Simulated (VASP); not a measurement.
Runs of VASP 6.6.1 on InSb. The structure is cubic, space group F-43m (No. 216). The conventional cell has a = 6.521 Å, b = 6.521 Å, c = 6.521 Å, α = 90.00°, β = 90.00°, γ = 90.00°. In (site symmetry -43m) is surrounded by 4 Sb at 2.82 Å. Around Sb (site symmetry -43m) lie 4 In at 2.82 Å. 

| task | level | spin | cell | k mesh | cutoff (eV) | gap on the mesh (eV) | pressure (GPa) |
| --- | --- | --- | --- | --- | --- | --- | --- |
| band structure | PBE | off | F-43m, 34.66 Å³/atom | 10 × 10 × 10 | 520 | - | 2.2 |
| relaxation of cell and atoms | PBEsol | off | relaxed | 10 × 10 × 10 | 600 | none | 0.0 |
| band structure | PBE | SOC, no magnetisation | F-43m, 34.66 Å³/atom | 6 × 6 × 6 | 520 | - | 2.3 |
| band structure | r2SCAN | off | F-43m, 34.66 Å³/atom | 10 × 10 × 10 | 520 | (b) | (a) |

Alike in all rows: potentials or basis VASP PAW PBE potentials, release 64 (In_d, Sb); smearing gaussian 0.03 eV.

**Question.** Estimate the missing entries.

**Answer.** (a) 0.7; (b) 0.12.

Caveats: spin-orbit coupling is left out, which moves the levels of the heavy elements (some runs); this crystal is a semiconductor, whose small gap the functional closes, so the metal is an error of the method (some runs); the PAW data sets were made with another functional, which shifts forces and pressure a little (some runs).

A k mesh can miss the band edges, and rows without SOC leave out spin-orbit coupling on In, Sb.

A gap of «none» marks a metal or a gap under the smearing width.
